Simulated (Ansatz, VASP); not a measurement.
# Cross-check of SiSnTeSe2 between VASP and Ansatz, part 2 of 2

Aim: how closely do two programs agree when they are given the same cell, functional and k mesh? The cell is generated by rule, not measured, and may not be a known phase. The cell is taken from a series of runs on this material, whose earlier steps may have relaxed, scaled, displaced or heated it; both programs get it as it stands.

VASP 6.6.1 and Ansatz 0.2.0.

So far: The structure; Ansatz: relaxation of cell and atoms, LDA.

### Step 3. VASP: relaxation of cell and atoms, LDA

Level of this step: LDA; plane waves and PAW (Sn_d, Si, Se, Te); invented cell (VASP).

The same cell, functional (in two slightly different forms), mesh and smearing now go to VASP, with its own data sets.

Lines of VASP's logs that name or quote its potential files are left out, and so is its time.

Contents of INCAR:

```
SYSTEM = SiSnTeSe2
PREC = Accurate
ENCUT = 500
EDIFF = 1E-07
NELM = 120
ISMEAR = 0
SIGMA = 0.1
LREAL = .FALSE.
ALGO = Normal
GGA = CA
NBANDS = 24
LORBIT = 11
LWAVE = .FALSE.
LCHARG = .FALSE.
ISIF = 3
IBRION = 2
NSW = 80
EDIFFG = -0.005
LASPH = .TRUE.
GGA_COMPAT = .FALSE.
NELMIN = 4
KPAR = 2
```

Contents of POSCAR:

```
SiSnTeSe2
1.0
    4.7449170000      0.0000000000      0.0000000000
    0.0000000000      4.7449170000      0.0000000000
    0.0000000000      0.0000000000      5.3123030000
Sn Si Se Te
1 1 2 1
Direct
    0.0000000000      0.0000000000      0.0000000000
    0.4999998946      0.4999998946      0.4999999059
    0.4999998946      0.0000000000      0.4999999059
    0.0000000000      0.4999998946      0.4999999059
    0.4999998946      0.4999998946      0.0000000000
```

Contents of KPOINTS:

```
Automatic mesh
0
Gamma
6 6 6
0 0 0
```

The projector-augmented-wave data sets are Sn_d, Si, Se and Te (LDA family, release 64).

The run is started by

```console
$ mpirun -np 2 vasp_std
```

Numbers of over 12 decimals in the logs are rounded to 6 here.

Log:

```text
[banner, memory and clock lines left out]
running    2 mpi-ranks, on    1 nodes
 distrk:  each k-point on    1 cores,    2 groups
 distr:  one band on    1 cores,    1 groups

 POSCAR found type information on POSCAR SnSiSeTe
 POSCAR found :  4 types and       5 ions
 LDA part: xc-table for (Slater(with rela. corr.)+CA(PZ))
 , standard interpolation
 POSCAR, INCAR and KPOINTS ok, starting setup
 FFT: planning ... GRIDC
 FFT: planning ... GRID_SOFT
 FFT: planning ... GRID
 WAVECAR not read
 entering main loop
       N       E                     dE             d eps       ncg     rms          rms(c)
DAV:   1     0.268465378424E+03    0.26847E+03   -0.15248E+04  1936   0.150E+03
DAV:   2     0.103223004066E+02   -0.25814E+03   -0.25025E+03  2024   0.374E+02
DAV:   3    -0.213418651575E+02   -0.31664E+02   -0.31024E+02  2472   0.118E+02
DAV:   4    -0.225485020281E+02   -0.12066E+01   -0.11872E+01  2232   0.250E+01
DAV:   5    -0.225855173762E+02   -0.37015E-01   -0.37009E-01  2840   0.466E+00    0.850E+00
DAV:   6    -0.221323059360E+02    0.45321E+00   -0.11991E+00  2464   0.594E+00    0.516E+00
DAV:   7    -0.221075765556E+02    0.24729E-01   -0.21586E-01  2232   0.204E+00    0.265E+00
DAV:   8    -0.221041344836E+02    0.34421E-02   -0.26419E-02  2336   0.100E+00    0.454E-01
DAV:   9    -0.221034264386E+02    0.70805E-03   -0.29588E-03  2208   0.306E-01    0.179E-01
DAV:  10    -0.221034697347E+02   -0.43296E-04   -0.69116E-04  2360   0.110E-01    0.111E-01
DAV:  11    -0.221034602505E+02    0.94842E-05   -0.13226E-04  2176   0.645E-02    0.405E-02
DAV:  12    -0.221034574799E+02    0.27706E-05   -0.25469E-05  2168   0.265E-02    0.126E-02
DAV:  13    -0.221034575719E+02   -0.92017E-07   -0.21723E-06  2368   0.801E-03    0.364E-03
DAV:  14    -0.221034575519E+02    0.20005E-07   -0.51516E-08  1488   0.181E-03
   1 F= -.22103458E+02 E0= -.22098115E+02  d E =-.221035E+02
 curvature:   0.00 expect dE= 0.000E+00 dE for cont linesearch  0.000E+00
 trial: gam= 0.00000 g(F)=  0.000E+00 g(S)=  0.473E-03 ort = 0.000E+00 (trialstep = 0.100E+01)
 search vector abs. value=  0.473E-03
 bond charge predicted
       N       E                     dE             d eps       ncg     rms          rms(c)
DAV:   1    -0.221064769377E+02   -0.30194E-02   -0.66573E-02  2552   0.250E+00    0.320E-01
DAV:   2    -0.221041614562E+02    0.23155E-02   -0.41979E-03  2376   0.633E-01    0.131E-01
DAV:   3    -0.221036532851E+02    0.50817E-03   -0.14744E-03  2576   0.348E-01    0.302E-02
DAV:   4    -0.221036207257E+02    0.32559E-04   -0.43838E-05  2520   0.521E-02    0.236E-02
DAV:   5    -0.221036117357E+02    0.89900E-05   -0.58597E-06  2664   0.172E-02    0.123E-02
DAV:   6    -0.221036108484E+02    0.88731E-06   -0.15574E-06  2088   0.120E-02    0.153E-03
DAV:   7    -0.221036108351E+02    0.13261E-07   -0.14008E-07  1312   0.316E-03
   2 F= -.22103611E+02 E0= -.22098280E+02  d E =-.153283E-03
 trial-energy change:   -0.000153  1 .order   -0.000147   -0.000473    0.000178
 step:   0.7372(harm=  0.7268)  dis= 0.00000  next Energy=   -22.103634 (dE=-0.177E-03)
 bond charge predicted
       N       E                     dE             d eps       ncg     rms          rms(c)
DAV:   1    -0.221038310848E+02   -0.22024E-03   -0.45776E-03  2536   0.651E-01    0.841E-02
DAV:   2    -0.221036710617E+02    0.16002E-03   -0.29127E-04  2384   0.167E-01    0.346E-02
DAV:   3    -0.221036360370E+02    0.35025E-04   -0.10167E-04  2576   0.913E-02    0.800E-03
DAV:   4    -0.221036337987E+02    0.22382E-05   -0.30076E-06  2496   0.136E-02    0.615E-03
DAV:   5    -0.221036331806E+02    0.61813E-06   -0.39598E-07  1992   0.454E-03    0.321E-03
DAV:   6    -0.221036331194E+02    0.61214E-07   -0.99854E-08  1072   0.318E-03
   3 F= -.22103633E+02 E0= -.22098299E+02  d E =-.175567E-03
 curvature:  -0.36 expect dE=-0.117E-05 dE for cont linesearch -0.287E-07
 trial: gam= 0.01974 g(F)=  0.466E-47 g(S)=  0.322E-05 ort =-0.611E-05 (trialstep = 0.947E+00)
 search vector abs. value=  0.316E-05
 reached required accuracy - stopping structural energy minimisation
```

From OUTCAR (step 3):

```text
ion  position               nearest neighbor table
   1  0.000  0.000  0.000-   5 3.36   5 3.36   5 3.36   5 3.36
   2  0.500  0.500  0.500-   3 2.37   4 2.37   4 2.37   3 2.37   5 2.66   5 2.66
   3  0.500  0.000  0.500-   2 2.37   2 2.37
   4  0.000  0.500  0.500-   2 2.37   2 2.37
   5  0.500  0.500  0.000-   2 2.66   2 2.66   1 3.36   1 3.36   1 3.36   1 3.36

  LATTYP: Found a simple tetragonal cell.
 ALAT       =     4.7449170000
 C/A-ratio  =     1.1195776449

 Subroutine GETGRP returns: Found 16 space group operations
 (whereof 16 operations were pure point group operations)

The static configuration has the point symmetry D_4h.

 Found     40 irreducible k-points:

   k-points           NKPTS =     40   k-points in BZ     NKDIM =     40   number of bands    NBANDS=     24

   dimension x,y,z NGX =    36 NGY =   36 NGZ =   40
   dimension x,y,z NGXF=    72 NGYF=   72 NGZF=   80

   ENCUT  =  500.0 eV  36.75 Ry    6.06 a.u.   8.65  8.65  9.69*2*pi/ulx,y,z

   NELECT =      36.0000    total number of electrons

 k-points in reciprocal lattice and weights: Automatic mesh
   0.00000000  0.00000000  0.00000000       0.005
   0.16666667  0.00000000  0.00000000       0.019
   0.33333333  0.00000000  0.00000000       0.019
   0.50000000  0.00000000  0.00000000       0.009
   0.16666667  0.16666667  0.00000000       0.019
   0.33333333  0.16666667  0.00000000       0.037
   0.50000000  0.16666667  0.00000000       0.019
   0.33333333  0.33333333  0.00000000       0.019
   0.50000000  0.33333333  0.00000000       0.019
[...]
0.50000000  0.33333333  0.50000000       0.019
   0.50000000  0.50000000  0.50000000       0.005

 average (electrostatic) potential at core
       1-100.9713       2 -85.6949       3 -58.2630       4 -58.2630       5 -88.9800

 E-fermi :   6.0764

 k-point     1 :       0.0000    0.0000    0.0000
  band No.  band energies     occupation
    ...
     15       4.2821      2.00000
     16       4.8612      2.00000
     17       5.1102      2.00000
     18       5.2421      2.00000
     19       5.2421      2.00000
     20       9.2624      0.00000
     21       9.9397      0.00000
     22       9.9397      0.00000
     23       9.9820      0.00000
     24       9.9861      0.00000

 k-point     2 :       0.1667    0.0000    0.0000
  band No.  band energies     occupation
    ...
     15       4.4075      2.00000
     16       4.7900      2.00000
     17       4.9174      2.00000
     18       5.0931      2.00000
     19       5.3284      2.00000
     20       8.9782      0.00000
     21       9.0654      0.00000
     22       9.2823      0.00000
     23      10.0567      0.00000
     24      10.7421      0.00000

 k-point     3 :       0.3333    0.0000    0.0000
  band No.  band energies     occupation
    ...
     14       3.6638      2.00000
     15       3.8232      2.00000
     16       4.5258      2.00000
     17       4.9828      2.00000
     18       5.2968      2.00000
     19       6.6299      0.00000
     20       7.5859      0.00000
     21       8.2391      0.00000
     22       8.4678      0.00000
     23      10.3478      0.00000
    ...

  Total       -0.0092648     -0.0092648      0.0127160      0.0000000      0.0000000     -0.0000000
  in kB       -0.1237722     -0.1237722      0.1698780      0.0000000      0.0000000     -0.0000000
  external PRESSURE =      -0.0258888 kB  Pullay stress =       0.0000000 kB

  energy-cutoff  :      500.00
  volume of cell :      119.93
      direct lattice vectors                 reciprocal lattice vectors
     4.749143880  0.000000000 -0.000000000     0.210564267  0.000000000 -0.000000000
     0.000000000  4.749143880  0.000000000     0.000000000  0.210564267  0.000000000
     0.000000000 -0.000000000  5.317316782     0.000000000 -0.000000000  0.188064778

 POSITION                                       TOTAL-FORCE (eV/Angst)
 -----------------------------------------------------------------------------------
      0.00000      0.00000      0.00000        -0.000000      0.000000      0.000000
      2.37457      2.37457      2.65866         0.000000     -0.000000      0.000000
      2.37457     -0.00000      2.65866         0.000000     -0.000000      0.000000
      0.00000      2.37457      2.65866         0.000000     -0.000000      0.000000
      2.37457      2.37457     -0.00000        -0.000000      0.000000      0.000000
 -----------------------------------------------------------------------------------
    total drift:                                0.000354      0.000354      0.000429

  FREE ENERGIE OF THE ION-ELECTRON SYSTEM (eV)
  ---------------------------------------------------
  free  energy   TOTEN  =       -22.1036331194 eV

  energy  without entropy=      -22.0929654509  energy(sigma->0) =      -22.09829929

 reached required accuracy - stopping structural energy minimisation

 total charge
# of ion       s       p       d       tot
------------------------------------------
    1        1.379   0.601   9.961  11.941
    2        0.815   0.755   0.000   1.571
    3        1.484   2.313   0.048   3.845
    4        1.484   2.313   0.048   3.845
    5        1.401   1.943   0.049   3.393
--------------------------------------------------
tot          6.563   7.926  10.105  24.594

[... 3 further parts left out ...]
```

CONTCAR:

```
SiSnTeSe2
   1.00000000000000
     4.7491438795529257    0.0000000000000000   -0.0000000000000000
     0.0000000000000000    4.7491438795529257    0.0000000000000000
     0.0000000000000000   -0.0000000000000000    5.3173167819080316
  Sn              Si              Se              Te
     1     1     2     1
Direct
     0.0000000000000000    0.0000000000000000    0.0000000000000000
     0.4999998946000019    0.4999998946000019    0.4999999058999975
     0.4999998946000019    0.0000000000000000    0.4999999058999975
     0.0000000000000000    0.4999998946000019    0.4999999058999975
     0.4999998946000019    0.4999998946000019    0.0000000000000000
```

### Step 4. Comparison

Known differences besides the potentials themselves: the two LDA forms differ slightly; the data sets hold 66 valence electrons in Ansatz (on norm-conserving files, of PseudoDojo where its log says so) and 36 in VASP; the cutoff is 1170.09 eV in Ansatz and 500 eV in VASP; VASP's log shows a relativistic correction to its local exchange, Ansatz's none; Ansatz adds a Pulay correction to the stress that steers its cell, VASP none. Total energies have different zeros and are not compared.

The two programs side by side:

| quantity | Ansatz | VASP | difference |
| --- | --- | --- | --- |
| volume (Å³) | 119.60 | 119.93 | -0.27 % |
| edge a after relaxation, in the typed setting (Å) | 4.745 | 4.749 | -0.09 % |
| edge c after relaxation, in the typed setting (Å) | 5.312 | 5.317 | -0.09 % |

### Step 5. Outcome

```json
{
  "difference in volume (relaxation of cell and atoms, LDA)": "-0.27 %"
}
```

In words: The difference in volume is -0.27 % (relaxation of cell and atoms, LDA), within the 1.2 % picked in this series as the mark of a large difference, as far as the stopping tolerances let one tell. The data sets hold unlike numbers of valence electrons (66 in Ansatz and 36 in VASP), so part of the differences comes from the potentials. How closely two codes agree says nothing of how well the functional describes the real material.

[Lines on the potential files, build, host, timing and source positions are cut from VASP's logs without a mark.]

[Logs are printed without paths, hosts, clocks, repeated set-up lines and the standing remarks that a program may print on its own settings, such as how far it seeks lower states.]

[Hosts, paths, dates, database ids (printed as entryN), source tags and the programs' standing remarks are cut or masked in the printed files.]
